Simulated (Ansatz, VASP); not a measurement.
# Cross-check of TaN between VASP and Ansatz, part 2 of 2

One calculation is typed for both programs; each brings its own data sets. How far apart do they land? The cell is taken from a series of runs on this material, whose earlier steps may have relaxed, scaled, displaced or heated it; both programs get it as it stands.

VASP 6.6.1 and Ansatz 0.2.0.

So far: The structure; VASP: zone-centre phonons, PBEsol.

## 2. VASP: zone-centre phonons, PBEsol (continued)

Level of this step: PBEsol; plane waves and PAW (N, Ta_pv) (VASP).

Numbers of over 12 decimals in the logs are rounded to 6 here.

From OUTCAR (step 2):

```text
ion  position               nearest neighbor table
   1  0.500  0.000  0.000-   5 2.06   6 2.06   5 2.06   6 2.06   4 2.56   4 2.56
   2  0.500  0.500  0.000-   5 2.06   6 2.06   5 2.06   6 2.06   4 2.56   4 2.56
   3  0.000  0.500  0.000-   5 2.06   6 2.06   5 2.06   6 2.06   4 2.56   4 2.56
   4  0.000  0.000  0.000-   1 2.56   1 2.56   2 2.56   2 2.56   3 2.56   3 2.56   6 3.29   5 3.29
                             6 3.29   5 3.29   6 3.29   5 3.29   5 3.29   6 3.29   5 3.29   5 3.29
   5  0.333  0.667  0.500-   3 2.06   3 2.06   1 2.06   1 2.06   2 2.06   2 2.06   6 2.95   6 2.95
                             6 2.95   4 3.29   4 3.29   4 3.29   4 3.29   4 3.29   4 3.29
   6  0.667  0.333  0.500-   3 2.06   3 2.06   1 2.06   1 2.06   2 2.06   2 2.06   5 2.95   5 2.95
                             5 2.95   4 3.29   4 3.29   4 3.29   4 3.29   4 3.29   4 3.29

  LATTYP: Found a hexagonal cell.
 ALAT       =     5.1145881847
 C/A-ratio  =     0.5641701686

 Subroutine GETGRP returns: Found 24 space group operations
 (whereof 24 operations were pure point group operations)

The static configuration has the point symmetry D_6h.

 Found     84 irreducible k-points:

   k-points           NKPTS =     84   k-points in BZ     NKDIM =     84   number of bands    NBANDS=     30

   dimension x,y,z NGX =    42 NGY =   42 NGZ =   24
   dimension x,y,z NGXF=    84 NGYF=   84 NGZF=   48

   ENCUT  =  600.0 eV  44.10 Ry    6.64 a.u.  10.22 10.22  5.76*2*pi/ulx,y,z

   NELECT =      48.0000    total number of electrons

 k-points in reciprocal lattice and weights: Automatic mesh
   0.00000000  0.00000000  0.00000000       0.001
   0.11111111 -0.00000000  0.00000000       0.006
   0.22222222 -0.00000000  0.00000000       0.006
   0.33333333 -0.00000000  0.00000000       0.006
   0.44444444 -0.00000000  0.00000000       0.006
   0.11111111  0.11111111  0.00000000       0.006
   0.22222222  0.11111111  0.00000000       0.012
   0.33333333  0.11111111  0.00000000       0.012
   0.44444444  0.11111111  0.00000000       0.006
[...]
-----------------------------------------------------------------------------------
    total drift:                                0.000000      0.000000     -0.000000

 Eigenvectors and eigenvalues of the dynamical matrix
 ----------------------------------------------------

   1 f  =   29.360513 THz   184.477542 2PiTHz  979.361287 cm-1   121.425269 meV
             X         Y         Z           dx          dy          dz
      2.557294  0.000000  0.000000     0.000000   -0.577350   -0.000000
      1.278647  2.214682  0.000000    -0.500000    0.288675   -0.000000
     -1.278647  2.214682  0.000000     0.500000    0.288675   -0.000000
      0.000000  0.000000  0.000000     0.000000    0.000000   -0.000000
     -0.000000  2.952909  1.442749     0.000000    0.000000    0.000000
      2.557294  1.476454  1.442749     0.000000    0.000000   -0.000000

   2 f  =   23.641228 THz   148.542214 2PiTHz  788.586470 cm-1    97.772217 meV
             X         Y         Z           dx          dy          dz
      2.557294  0.000000  0.000000     0.032445    0.741336   -0.000000
      1.278647  2.214682  0.000000    -0.566481    0.262928   -0.000000
     -1.278647  2.214682  0.000000     0.147296   -0.016553    0.000000
      0.000000  0.000000  0.000000     0.008704   -0.022229   -0.000000
     -0.000000  2.952909  1.442749     0.049454   -0.126303    0.000000
      2.557294  1.476454  1.442749     0.049454   -0.126303    0.000000

   3 f  =   23.641228 THz   148.542214 2PiTHz  788.586470 cm-1    97.772217 meV
             X         Y         Z           dx          dy          dz
      2.557294  0.000000  0.000000    -0.082862    0.290272    0.000000
      1.278647  2.214682  0.000000     0.395546   -0.308654    0.000000
     -1.278647  2.214682  0.000000     0.675027    0.405123   -0.000000
      0.000000  0.000000  0.000000    -0.022229   -0.008704    0.000000
     -0.000000  2.952909  1.442749    -0.126303   -0.049454   -0.000000
      2.557294  1.476454  1.442749    -0.126303   -0.049454    0.000000

   4 f  =   19.809741 THz   124.468276 2PiTHz  660.781848 cm-1    81.926471 meV
             X         Y         Z           dx          dy          dz
      2.557294  0.000000  0.000000    -0.000000   -0.000000   -0.540271
      1.278647  2.214682  0.000000     0.000000    0.000000    0.800306
     -1.278647  2.214682  0.000000     0.000000   -0.000000   -0.260035
      0.000000  0.000000  0.000000     0.000000   -0.000000   -0.000000
     -0.000000  2.952909  1.442749    -0.000000    0.000000   -0.000000
      2.557294  1.476454  1.442749     0.000000    0.000000   -0.000000

   5 f  =   19.809741 THz   124.468276 2PiTHz  660.781848 cm-1    81.926471 meV
             X         Y         Z           dx          dy          dz
      2.557294  0.000000  0.000000    -0.000000   -0.000000   -0.612188
      1.278647  2.214682  0.000000     0.000000    0.000000   -0.161794
     -1.278647  2.214682  0.000000     0.000000    0.000000    0.773982
      0.000000  0.000000  0.000000     0.000000    0.000000   -0.000000
     -0.000000  2.952909  1.442749     0.000000   -0.000000   -0.000000
      2.557294  1.476454  1.442749    -0.000000   -0.000000   -0.000000

   6 f  =   19.458273 THz   122.259935 2PiTHz  649.058125 cm-1    80.472915 meV
             X         Y         Z           dx          dy          dz
      2.557294  0.000000  0.000000    -0.000000   -0.000000   -0.552254
      1.278647  2.214682  0.000000     0.000000   -0.000000   -0.552254
     -1.278647  2.214682  0.000000    -0.000000   -0.000000   -0.552254
      0.000000  0.000000  0.000000    -0.000000    0.000000    0.056219
     -0.000000  2.952909  1.442749    -0.000000    0.000000    0.202346
      2.557294  1.476454  1.442749     0.000000   -0.000000    0.202346

   7 f  =    7.419631 THz    46.618917 2PiTHz  247.492254 cm-1    30.685115 meV
             X         Y         Z           dx          dy          dz
      2.557294  0.000000  0.000000     0.000000    0.000000   -0.000000
      1.278647  2.214682  0.000000    -0.000000   -0.000000   -0.000000
     -1.278647  2.214682  0.000000     0.000000   -0.000000    0.000000
      0.000000  0.000000  0.000000     0.000000   -0.000000   -0.000000
     -0.000000  2.952909  1.442749    -0.257789    0.658441    0.000000
      2.557294  1.476454  1.442749     0.257789   -0.658441   -0.000000

   8 f  =    7.419631 THz    46.618917 2PiTHz  247.492254 cm-1    30.685115 meV
             X         Y         Z           dx          dy          dz
      2.557294  0.000000  0.000000    -0.000000    0.000000    0.000000
      1.278647  2.214682  0.000000    -0.000000   -0.000000    0.000000
     -1.278647  2.214682  0.000000     0.000000    0.000000   -0.000000
      0.000000  0.000000  0.000000    -0.000000   -0.000000    0.000000
     -0.000000  2.952909  1.442749     0.658441    0.257789   -0.000000
      2.557294  1.476454  1.442749    -0.658441   -0.257789    0.000000

   9 f  =    5.898116 THz    37.058959 2PiTHz  196.739987 cm-1    24.392639 meV
             X         Y         Z           dx          dy          dz
      2.557294  0.000000  0.000000     0.000000   -0.000000   -0.000000
      1.278647  2.214682  0.000000    -0.000000    0.000000   -0.000000
     -1.278647  2.214682  0.000000     0.000000   -0.000000   -0.000000
      0.000000  0.000000  0.000000     0.000000   -0.000000    0.000000
     -0.000000  2.952909  1.442749    -0.000000    0.000000   -0.707107
      2.557294  1.476454  1.442749    -0.000000    0.000000    0.707107

  10 f  =    5.482801 THz    34.449453 2PiTHz  182.886545 cm-1    22.675032 meV
             X         Y         Z           dx          dy          dz
      2.557294  0.000000  0.000000     0.148289    0.030969   -0.000000
      1.278647  2.214682  0.000000    -0.149455   -0.206895   -0.000000
     -1.278647  2.214682  0.000000     0.205413   -0.345816    0.000000
      0.000000  0.000000  0.000000     0.237347   -0.606291   -0.000000
     -0.000000  2.952909  1.442749    -0.147221    0.376069    0.000000
      2.557294  1.476454  1.442749    -0.147221    0.376069   -0.000000

  11 f  =    5.482801 THz    34.449453 2PiTHz  182.886545 cm-1    22.675032 meV
             X         Y         Z           dx          dy          dz
      2.557294  0.000000  0.000000    -0.378797    0.012124    0.000000
      1.278647  2.214682  0.000000    -0.140933   -0.285620    0.000000
     -1.278647  2.214682  0.000000    -0.002012    0.069248    0.000000
      0.000000  0.000000  0.000000    -0.606291   -0.237347   -0.000000
     -0.000000  2.952909  1.442749     0.376069    0.147221    0.000000
      2.557294  1.476454  1.442749     0.376069    0.147221    0.000000

  12 f  =    3.643501 THz    22.892792 2PiTHz  121.534111 cm-1    15.068302 meV
             X         Y         Z           dx          dy          dz
      2.557294  0.000000  0.000000     0.000000   -0.000000    0.066338
      1.278647  2.214682  0.000000    -0.000000   -0.000000    0.066338
     -1.278647  2.214682  0.000000    -0.000000    0.000000    0.066338
      0.000000  0.000000  0.000000     0.000000    0.000000   -0.829222
     -0.000000  2.952909  1.442749     0.000000    0.000000    0.386774
      2.557294  1.476454  1.442749    -0.000000    0.000000    0.386774

  13 f  =    0.002077 THz     0.013049 2PiTHz    0.069277 cm-1     0.008589 meV
             X         Y         Z           dx          dy          dz
      2.557294  0.000000  0.000000     0.057311    0.143683   -0.000000
      1.278647  2.214682  0.000000     0.057294    0.143564   -0.000000
     -1.278647  2.214682  0.000000     0.057406    0.143609   -0.000000
      0.000000  0.000000  0.000000     0.206429    0.517068   -0.000000
     -0.000000  2.952909  1.442749     0.206153    0.516376   -0.000000
      2.557294  1.476454  1.442749     0.206153    0.516376   -0.000000
    [... 43 further lines ...]
     -0.000000  2.952909  1.442749    -0.000000    0.000000    0.000000
      2.557294  1.476454  1.442749    -0.000000    0.000000   -0.000000

 ELASTIC MODULI CONTR FROM IONIC RELAXATION (kBar)
 Direction    XX          YY          ZZ          XY          YZ          ZX
 --------------------------------------------------------------------------------
 XX        -287.8618    287.8618     -0.0000      0.0000      0.0000     -0.0000
 YY         287.8618   -287.8618      0.0000      0.0000      0.0000      0.0000
 ZZ          -0.0000      0.0000     -0.0000      0.0000      0.0000     -0.0000
 XY           0.0000      0.0000      0.0000   -287.8618      0.0000      0.0000
 YZ           0.0000      0.0000      0.0000      0.0000      0.0000      0.0000
 ZX          -0.0000      0.0000     -0.0000      0.0000      0.0000     -0.0000
 --------------------------------------------------------------------------------
```

## 3. Ansatz: zone-centre phonons, PBEsol

Ansatz runs on its PAW soft_1 files.

The same cell, functional, mesh and smearing now go to Ansatz, which takes its cutoff from its data sets.

Contents of input.yaml:

```yaml
crystal:
  lattice:
    - [5.1145881847, 0.0, 0.0]
    - [-2.5572940924, 4.4293632979, 0.0]
    - [0.0, 0.0, 2.8854980783]
  atoms:
    - { symbol: "N", position: [0.5, 0.0, 0.0] }
    - { symbol: "N", position: [0.5, 0.5, 0.0] }
    - { symbol: "N", position: [0.0, 0.5, 0.0] }
    - { symbol: Ta, position: [0.0, 0.0, 0.0] }
    - { symbol: Ta, position: [0.3333333333, 0.6666666667, 0.5] }
    - { symbol: Ta, position: [0.6666666667, 0.3333333333, 0.5] }
kpoints:
  mp_grid: { grid: [9, 9, 12] }
hamiltonian:
  xc: pbesol
  pseudopotentials: { kind: paw, azcp: { folder: soft_1 }, xc_functional: pbe }
scf:
  occupations: { method: methfessel_paxton, width: 0.2 }
output:
  eigenvalues: true
phonons:
  method: dfpt
```

The run is started by

```bash
> ansatz run input.yaml --threads 8 --pin off --max-ram 16384MiB --backend cpu --events-out ev --progress --plain --runs-dir out
```

What it wrote:

```text
zone centre: on kpoints.mp_grid the ground state, and the responses unless they are solved on pairs of k-points, stand on 175 of the mesh's 972 k-points, reduced under 4 symmetry operations, with k and −k counted as one. Each operation leaves every solved displacement unchanged or reverses it
Engine: ansatz 0.2.0, aarch64-unknown-linux-gnu
Pseudopotentials: kind: paw
Pseudopotential: N, paw, valence charge 5, recommended cutoff 420 eV (normal), soft_1/N.paw.azcp
Pseudopotential: Ta, paw, valence charge 13, recommended cutoff 420 eV (normal), soft_1/Ta.paw.azcp
Functional definition: PBEsol
  exchange = pbesol_x
  correlation = pbesol_c
Crystal: 6 atoms, lattice volume = 65.369 Å³
Basis set: ecut = 420 eV, 1287 PW (Γ), exchange–correlation on 72×72×40 points (8 copies of the dense FFT grid, shifted against one another)
Bands: 33, of which v1, the nominal top of the filled ones, is band 27 counted from 1 (26 counted from 0)
Symmetry: 24 space group operations
k-points: 175 of 972 (irreducible under 4 space group operations, time reversal used)
Non-local potential: N, projectors of the file, l = 0: 2, l = 1: 2, l = 2: 1
Non-local potential: Ta, projectors of the file, l = 0: 3, l = 1: 2, l = 2: 2, l = 3: 1
PAW form: soft (Blöchl's): semilocal exchange-correlation on the pseudo side does not see the compensation charge
PAW frozen core: N, regenerated for the run's functional, and the local potential with it (the file was generated under x = pbe(κ = 0.804, μ = 0.219515), c = pbe(β = 0.066725))
PAW frozen core: Ta, regenerated for the run's functional, and the local potential with it (the file was generated under x = pbe(κ = 0.804, μ = 0.219515), c = pbe(β = 0.066725))
PAW one-centre angular grid: N, 110 points (default); XC on 64 Gauss nodes
PAW one-centre angular grid: Ta, 590 points (default); XC on 64 Gauss nodes
Initial density: superposition of atomic densities (chi_scale 0.1, normalization cell, long waves kept (reshape's long-wave potential 0.02 eV rms))
Initial wavefunctions: pseudopotential atomic-orbital guess
Functional: x = pbesol(κ = 0.804, μ = 0.123457), c = pbesol(β = 0.046)
SCF iter   1: F=—  HF=-30563.944103 eV  |F-HF|=—  |Δ(HF+E_count)|=         —  Δρ=7.51e-2  dr2=4.07e0  ethr=3.10e-3  ⟨swp⟩=4.7  Hψ=22500  notcnv=0
preconditioner: auto → Kerker (q_TF=auto, 2.643 Å⁻¹)  [metal: Δε(μ)=0.040 eV  Ē_g=9.872 eV  σ=0.200 eV  W_gap=0.17  n_scr=26 (ndim 8)  ℏωp=25.2 eV  f_vac=0.000  D(μ)=1.12/eV (n_scr^D=6)]
SCF iter   2: F=—  HF=-30563.116783 eV  |F-HF|=—  |Δ(HF+E_count)|=   8.27e-1  S|Δr|=    0.00e0  Δρ=3.61e-2  dr2=7.79e-1  ethr=3.10e-3  ⟨swp⟩=2.0  Hψ=10360  notcnv=0  defer=206
SCF iter   3: F=—  HF=-30562.952905 eV  |F-HF|=—  |Δ(HF+E_count)|=   1.64e-1  S|Δr|=    0.00e0  Δρ=1.25e-2  dr2=9.44e-2  ethr=1.44e-3  ⟨swp⟩=2.0  Hψ=6478  notcnv=0  defer=206
SCF iter   4: F=—  HF=-30562.925895 eV  |F-HF|=—  |Δ(HF+E_count)|=   2.70e-2  S|Δr|=    0.00e0  Δρ=2.52e-3  dr2=6.35e-3  ethr=1.75e-4  ⟨swp⟩=2.0  Hψ=8933  notcnv=0  defer=159
SCF iter   5: F=—  HF=-30562.924190 eV  |F-HF|=—  |Δ(HF+E_count)|=   1.71e-3  S|Δr|=    0.00e0  Δρ=8.79e-4  dr2=4.27e-4  ethr=1.18e-5  ⟨swp⟩=2.0  Hψ=6389  notcnv=0  defer=159
SCF iter   6: F=—  HF=-30562.924060 eV  |F-HF|=—  |Δ(HF+E_count)|=   1.30e-4  S|Δr|=    0.00e0  Δρ=1.17e-4  dr2=1.12e-5  ethr=7.91e-7  ⟨swp⟩=2.3  Hψ=7789  notcnv=0  defer=159
SCF iter   7: F=—  HF=-30562.924060 eV  |F-HF|=—  |Δ(HF+E_count)|=   2.41e-7  S|Δr|=    0.00e0  Δρ=2.16e-5  dr2=2.56e-7  ethr=2.07e-8  ⟨swp⟩=2.0  Hψ=7699  notcnv=0  defer=159
SCF iter   8: F=—  HF=-30562.924060 eV  |F-HF|=—  |Δ(HF+E_count)|=   3.14e-7  S|Δr|=    0.00e0  Δρ=4.26e-6  dr2=1.19e-8  ethr=4.75e-10  ⟨swp⟩=2.0  Hψ=8290  notcnv=0  defer=159
SCF iter   9: F=—  HF=-30562.924060 eV  |F-HF|=—  |Δ(HF+E_count)|=   2.35e-9  S|Δr|=    0.00e0  Δρ=4.96e-7  dr2=1.36e-10  ethr=2.21e-11  ⟨swp⟩=2.0  Hψ=8080  notcnv=0  defer=159
SCF iter  10: F=-30562.924060 eV  HF=-30562.924060 eV  |F-HF|=3.64e-12  |Δ(HF+E_count)|=  1.46e-11  S|Δr|=    0.00e0  Δρ=8.01e-8  dr2=2.55e-12  ethr=1.00e-12  ⟨swp⟩=10.4  Hψ=29805  notcnv=0
SCF 1 converged in 10 iterations: F = -30562.924060 eV  dr2 = 2.55e-12
  greatest PAW one-centre occupation: 0.999 electrons in one spin orbital (limit 2), on the Ta atom at site 5 (counted from 0), in its partial waves of l = 0
DFPT response loops at Γ: preconditioner auto → Kerker (q_TF=auto, 2.643 Å⁻¹) (partly filled bands, converged f_vac=0.000); β = 1.00, the filter's whole step (`scf.mixing.beta` (0.50) is not read by the response loops under this deck's `scf.mixing.preconditioner`; to damp them name `kerker` or `kerker_dos`, under which they read `scf.mixing.beta`, and type it under 1.00, their step now; both keys bind the ground state too); Broyden in place of MSR1
SCF converged after 10 iterations
Stability not checked: this state was not tested for a lower state beside it, because cold or Methfessel-Paxton smearing, or corrected tetrahedra, fill the levels in a way that the test cannot read (fill_not_monotonic; see scf.lower_state_search)
Free energy (F): -30562.924060 eV
Harris-Foulkes:  -30562.924060 eV  (|F-HF|=3.64e-12)
Internal energy: -30562.926729 eV  (E = F + TS)
E sigma→0 (E₀):  -30562.924727 eV
Entropy (-TS):   0.002669 eV (0.445 meV/atom)
Fermi energy:    20.204327 eV
--- Per-component energies (eV) ---
  E_band       = -186.097940
  E_kinetic    = 1577.211030
  E_local      = -1952.381410  (includes V_loc(G=0)·N_el)
  E_nonlocal   = 81.547843
  E_hartree    = 708.113074
  E_xc         = -1137.844163
  E_vxc        = -931.608400  (∫ρ·V_xc dr)
  E_paw        = -24915.075945  (= ΣΔE_a)
  E_vpaw       = -377.096089  (= ΣTr[D̂ρ^β])
  E_aug_tail   = 0.002902  (compensation charges beyond the density's cutoff)
  E_ewald      = -4925.225495
  E_core_change = 0.725435  (= ΣΔE_core)
  E_smearing   = 0.002669  (= −TS)
  E_closure    = 0.000000  (closes the sum)
  Σ components = -30562.924060   (vs F -30562.924060, Δ=0.00e0)
--- Band table (eV; the first three rows and the last of 175) ---
  k-point 0: bands = [... 23 lower, 17.1495, 17.5877, 18.0698, 18.8548, 18.8548, 20.9587, 20.9587, 21.5651, ... 2 higher]
  k-point 1: bands = [... 23 lower, 16.8727, 17.6243, 18.3832, 19.0213, 19.0213, 21.0753, 21.0753, 21.6471, ... 2 higher]
  k-point 2: bands = [... 23 lower, 17.1298, 17.7266, 19.2288, 19.4468, 19.4468, 20.4270, 20.4270, 21.8769, ... 2 higher]
  k-point 174: bands = [... 23 lower, 16.6091, 16.8366, 17.6394, 19.0323, 22.1694, 22.4894, 22.5746, 22.9498, ... 2 higher]
--- Phonons (Γ-DFPT): 7 representative perturbations + reference, on 175 of 972 k-points (Σ response iterations 21) ---
  k mesh reduced under 4 symmetry operations, with k and −k counted as one. Each operation leaves every solved displacement unchanged or reverses it
  ASR residual: 3.286e-5 → 0.000e0 eV/Å²; symmetrization residual: 2.850e-6 eV/Å²
  ASR residual per site (eV/Å²): 1.79e-5 1.37e-5 1.37e-5 2.77e-5 3.29e-5 3.29e-5
  Γ frequencies (cm⁻¹): -574.94 -234.99 -234.99 0.00 0.00 0.00 121.90 185.37 185.37 195.33 246.70 246.70 644.32 653.99 653.99 782.27 782.27 972.56
  non-analytic LO–TO correction: not included (Born effective charges unavailable; polar crystals: no LO–TO splitting at Γ)
```

In the SCF lines HF is the Harris–Foulkes energy and dr2 the Hartree energy of the density residual, in eV; the loop may stop once dr2 is under the threshold and the program's other checks hold. Hψ counts applications of the Hamiltonian.

## 4. Side by side

Known differences besides the potentials themselves: the data sets hold 54 valence electrons in Ansatz (on its PAW soft_1 files) and 48 in VASP; the cutoff is 420 eV in Ansatz and 600 eV in VASP; Ansatz makes its cores anew for this functional, VASP keeps those of its PBE data sets. Total energies have different zeros and are not compared.

Both answers:

```
                                                   quantity  Ansatz    VASP  difference
     optical mode 1 (imaginary, printed as negative) (cm⁻¹)  -574.9  -577.8        +2.9
optical mode 2 to 3 (imaginary, printed as negative) (cm⁻¹)  -235.0  -239.0        +4.0
                                      optical mode 4 (cm⁻¹)   121.9   121.5     +0.30 %
                                 optical mode 5 to 6 (cm⁻¹)   185.4   182.9     +1.36 %
                                      optical mode 7 (cm⁻¹)   195.3   196.7     -0.72 %
                                 optical mode 8 to 9 (cm⁻¹)   246.7   247.5     -0.32 %
                                     optical mode 10 (cm⁻¹)   644.3   649.1     -0.73 %
                               optical mode 11 to 12 (cm⁻¹)   654.0   660.8     -1.03 %
                               optical mode 13 to 14 (cm⁻¹)   782.3   788.6     -0.80 %
                                     optical mode 15 (cm⁻¹)   972.6   979.4     -0.69 %
```

Modes are paired by rising frequency, not by their patterns, so a pair may set unlike modes beside each other; they are those without the splitting of longitudinal modes.

## 5. Results

| Quantity | Value |
| --- | --- |
| r.m.s. difference of the optical zone-centre modes, each program's sorted by frequency (zone-centre phonons, PBEsol) | 4.4 cm⁻¹ |
| difference in optical mode 5 to 6 (zone-centre phonons, PBEsol) | +1.4 % |

**Reading.** The r.m.s. difference of the optical zone-centre modes, each program's sorted by frequency is 4.4 cm⁻¹ (zone-centre phonons, PBEsol). The data sets hold unlike numbers of valence electrons (54 in Ansatz and 48 in VASP), so part of the differences comes from the potentials. Among the rows given in per cent, the largest difference of the zone-centre phonons, PBEsol pair is in optical mode 5 to 6, +1.4 %. Such differences can come from data sets, numerical settings and the points named under the comparisons, not from the functional's error against experiment.

[Lines on the potential files, build, host, timing and source positions are cut from VASP's logs without a mark.]

[Logs are printed without paths, hosts, clocks, repeated set-up lines and the standing remarks that a program may print on its own settings, such as how far it seeks lower states.]

[Hosts, paths, dates, database ids (printed as entryN), source tags and the programs' standing remarks are cut or masked in the printed files.]
